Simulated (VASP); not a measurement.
All values below come from PBEsol GGA, VASP's PBE PAW potentials (set 64) (plane waves; VASP).

A VASP calculation is set up with these files.

### KPOINTS
```
kpoints
0
gamma
 2 2 2
0 0 0
```

### INCAR
```
# general
SYSTEM  =  AlN
PREC    =  Accurate
ENCUT   =  400
LREAL   =  .FALSE.
LASPH   =  .TRUE.

# electronic loop
EDIFF   =  1E-6
NELM    =  100
ALGO    =  Normal

# smearing
ISMEAR  =  -1
SIGMA   =  0.02

# functional
GGA     =  PS

# ions
ISIF    =  2

# output
LWAVE   =  .FALSE.
LCHARG  =  .FALSE.
```

File POSCAR:
```
AlN
3.1342930
  0.0000000000   0.7071068340   0.7071068340
  0.7071068340   0.0000000000   0.7071068340
  0.7071068340   0.7071068340   0.0000000000
Al N
1 1
Cartesian
  0.0000000000   0.0000000000   0.0000000000
  0.3535534170   0.3535534170   0.3535534170
```

POTCAR, in this order: Al N (PBE.64 set). Program: vasp_std.

At this cut-off the stress carries a Pulay error, which pulls relaxed volumes low. Gaps are read on the run's mesh, which can miss a band edge.

Q: Estimate the energy per atom (σ→0), pressure, band gap (on the k-mesh).

A: 
- energy per atom (σ→0): -7.064 eV/atom
- band gap (on the k-mesh): 2.67 eV
- pressure: -64.9 kbar

**OSZICAR**
```
...
DAV:   5    -0.169820793571E+02   -0.13361E-05   -0.13361E-05    48   0.412E-02    0.891E+00
DAV:   6    -0.142030675739E+02    0.27790E+01   -0.13897E+01    48   0.235E+01    0.326E+00
DAV:   7    -0.141442110202E+02    0.58857E-01   -0.15743E-01    56   0.318E+00    0.228E+00
DAV:   8    -0.141276593080E+02    0.16552E-01   -0.22031E-02    48   0.192E+00    0.336E-01
DAV:   9    -0.141277601590E+02   -0.10085E-03   -0.44809E-04    48   0.162E-01    0.227E-01
DAV:  10    -0.141279488952E+02   -0.18874E-03   -0.20424E-04    48   0.127E-01    0.252E-02
DAV:  11    -0.141279483247E+02    0.57043E-06   -0.38917E-06    56   0.154E-02
   1 F= -.14127948E+02 E0= -.14127948E+02  d E =-.108168E-11
```

The structure is a typed AlN crystal (F-43m). The cell was not relaxed at this level. The k-mesh is coarse (spacing up to 1.23 per Å, 2π included), so the numbers may not be converged in it. The run is one of a series of settings (KPOINTS 2×2×2 Γ-centred mesh against the base run), some of them coarse on purpose.
